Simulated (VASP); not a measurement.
Output of a VASP run:

File OSZICAR:
```
       N       E                     dE             d eps       ncg     rms          rms(c)
DAV:   1     0.195099937997E+03    0.19510E+03   -0.15800E+04   720   0.152E+03
DAV:   2    -0.351969235195E+01   -0.19862E+03   -0.19265E+03   809   0.369E+02
DAV:   3    -0.120150568844E+02   -0.84954E+01   -0.84771E+01   735   0.865E+01
DAV:   4    -0.120595902256E+02   -0.44533E-01   -0.44528E-01   730   0.625E+00
DAV:   5    -0.120597759955E+02   -0.18577E-03   -0.18577E-03   733   0.373E-01    0.930E+00
DAV:   6    -0.994563332117E+01    0.21141E+01   -0.62945E+00   869   0.514E+01    0.617E+00
DAV:   7    -0.100206045705E+02   -0.74971E-01   -0.12503E+00   681   0.112E+01    0.347E+00
DAV:   8    -0.100199481385E+02    0.65643E-03   -0.25665E-01   741   0.471E+00    0.914E-01
DAV:   9    -0.100075175761E+02    0.12431E-01   -0.64792E-02   731   0.261E+00    0.135E-01
DAV:  10    -0.100083795001E+02   -0.86192E-03   -0.46728E-03   700   0.963E-01    0.185E-01
DAV:  11    -0.100086230553E+02   -0.24356E-03   -0.73602E-04   728   0.256E-01    0.896E-02
DAV:  12    -0.100086659848E+02   -0.42930E-04   -0.30061E-04   683   0.161E-01    0.261E-02
DAV:  13    -0.100086682278E+02   -0.22430E-05   -0.20170E-05   778   0.389E-02    0.107E-02
DAV:  14    -0.100086678916E+02    0.33623E-06   -0.32375E-06   693   0.219E-02    0.284E-03
DAV:  15    -0.100086679420E+02   -0.50408E-07   -0.37163E-07   739   0.615E-03
   1 F= -.10008668E+02 E0= -.10008668E+02  d E =-.235113E-20
```

OUTCAR:
```
------------------------ aborting loop because EDIFF is reached ----------------------------------------
  FORCE on cell =-STRESS in cart. coord.  units (eV):
  Direction    XX          YY          ZZ          XY          YZ          ZX
  --------------------------------------------------------------------------------------
  Total       -1.1752132     -1.1752132     -1.1752132      0.0000000      0.0000000     -0.0000000
  in kB      -40.8095987    -40.8095987    -40.8095987      0.0000000      0.0000000     -0.0000000
  external PRESSURE =     -40.8095987 kB  Pullay stress =       0.0000000 kB
  volume of cell :       46.14
      direct lattice vectors                 reciprocal lattice vectors
     0.000000000  2.846721419  2.846721419    -0.175640650  0.175640650  0.175640650
     2.846721419  0.000000000  2.846721419     0.175640650 -0.175640650  0.175640650
     2.846721419  2.846721419  0.000000000     0.175640650  0.175640650 -0.175640650
 POSITION                                       TOTAL-FORCE (eV/Angst)
 -----------------------------------------------------------------------------------
      0.00000      0.00000      0.00000        -0.000000     -0.000000      0.000000
      1.42336      1.42336      1.42336        -0.000000     -0.000000      0.000000
      4.27008      4.27008      4.27008         0.000000      0.000000     -0.000000
 -----------------------------------------------------------------------------------
    total drift:                                0.000000     -0.000000      0.000000
  FREE ENERGIE OF THE ION-ELECTRON SYSTEM (eV)
  ---------------------------------------------------
  free  energy   TOTEN  =       -10.0086679420 eV

  energy  without entropy=      -10.0086679420  energy(sigma->0) =      -10.00866794
```
(Selected blocks of OUTCAR.)

**POSCAR**
```
CdF2
1
    0.0000000000     2.8467214191     2.8467214191
    2.8467214191     0.0000000000     2.8467214191
    2.8467214191     2.8467214191     0.0000000000
Cd F
1 2
Direct
  0.0000000000   1.0000000000   0.0000000000
  0.2500000000   0.2500000000   0.2500000000
  0.7500000000   0.7500000000   0.7500000000
```

Problem. Reconstruct the remaining input files.

Solution. This is not unique; one that fits is the input of the run itself, RPBE GGA, plane waves, VASP's PBE PAW potentials (set 64).

KPOINTS:
```
Automatic mesh
0
Gamma
7 7 7
0 0 0
```

INCAR:
```
ENCUT = 520   # plane-wave cut-off (eV)
ISMEAR = 0   # Gaussian
NELM = 100   # most electronic steps
ALGO = Normal
SYSTEM = CdF2
LWAVE = .FALSE.
LASPH = .TRUE.
GGA = RP   # RPBE
ISIF = 2
PREC = Accurate
EDIFF = 1E-7   # SCF stop (eV)
LMAXMIX = 4   # l cut-off of mixed one-centre charges
LCHARG = .FALSE.
SIGMA = 0.05
LREAL = .FALSE.   # projection in real space or not
```

POTCAR, in this order: Cd F (PBE.64 set). Program: vasp_std.

The compound is CdF2 in the fluorite structure. This cell is one point of a volume scan, at 1.06 of the reference volume.
